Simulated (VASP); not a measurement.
```
Tb
1.0
    1.83600    -3.18004     0.00000
    1.83600     3.18004     0.00000
    0.00000     0.00000     5.80380
Tb
2
Direct
  0.33333   0.66667   0.25000
  0.66667   0.33333   0.75000
```

Method: PBE GGA, VASP's PBE PAW potentials (set 64) (plane waves; VASP). Settings: 400 eV cut-off, 10×10×6 Monkhorst-Pack mesh, first-order Methfessel-Paxton smearing of 0.10 eV, potentials Tb_3.

The 4f electrons are frozen in the core of the lanthanide potential, so 4f levels, which can set the real gap, and their magnetism are missing.

Task: Give the stress tensor in GPa (positive for a compressed cell).

Result: 
```
-1.54   0.00   0.00
 0.00  -1.54   0.00
 0.00   0.00  -2.06
```
The pressure is its mean diagonal, -1.71 GPa.

The compound is Tb in the hcp structure. The cell was not relaxed at this level. The run is one of a series of settings (KPOINTS 10×10×6 Monkhorst-Pack mesh against the base run), some of them coarse on purpose.
